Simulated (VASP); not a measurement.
Method: PBEsol GGA with spin-orbit coupling, VASP's PBE PAW potentials (set 64) (plane waves; VASP).

VASP ran on this input.

### KPOINTS_OPT
```
k-points along high-symmetry lines
8
Line-mode
Reciprocal
  0.000000   0.000000   0.000000 ! GAMMA
  0.500000   0.000000   0.500000 ! X

  0.500000   0.000000   0.500000 ! X
  0.625000   0.250000   0.625000 ! U

  0.375000   0.375000   0.750000 ! K
  0.000000   0.000000   0.000000 ! GAMMA

  0.000000   0.000000   0.000000 ! GAMMA
  0.500000   0.500000   0.500000 ! L

  0.500000   0.500000   0.500000 ! L
  0.500000   0.250000   0.750000 ! W

  0.500000   0.250000   0.750000 ! W
  0.500000   0.000000   0.500000 ! X
```

**KPOINTS**
```
Automatic mesh
0
Gamma
7 7 7
0 0 0
```

File POSCAR:
```
BaF2
1
    0.0000000000     3.0880281677     3.0880281677
    3.0880281677     0.0000000000     3.0880281677
    3.0880281677     3.0880281677    -0.0000000000
Ba F
1 2
Direct
  0.0000000000   1.0000000000   1.0000000000
  0.2500000000   0.2500000000   0.2500000000
  0.7500000000   0.7500000000   0.7500000000
```

### INCAR
```
SYSTEM=BaF2
PREC=Accurate; ENCUT=520; LREAL=F
LASPH=T
EDIFF=1E-6; NELM=100; ALGO=Normal
LMAXMIX=4
ISMEAR=0; SIGMA=0.05
GGA=PS; GGA_COMPAT=F
MAGMOM=9*0; LSORBIT=T
LWAVE=F; LCHARG=F
```

POTCAR, in this order: Ba_sv F (PBE.64 set). Program: vasp_ncl.

Question: What will the output report for the number of irreducible k-points (NKPTS), number of bands (NBANDS), largest plane-wave count, number of space-group operations, FFT grid (NGX, NGY, NGZ)?

Answer: 
| Property | Value |
|---|---|
| number of irreducible k-points (NKPTS) | 20 |
| number of bands (NBANDS) | 32 |
| largest plane-wave count | 3200 |
| number of space-group operations | 48 |
| FFT grid (NGX, NGY, NGZ) | 32 × 32 × 32 |

The compound is BaF2 in the fluorite structure. It was relaxed first.
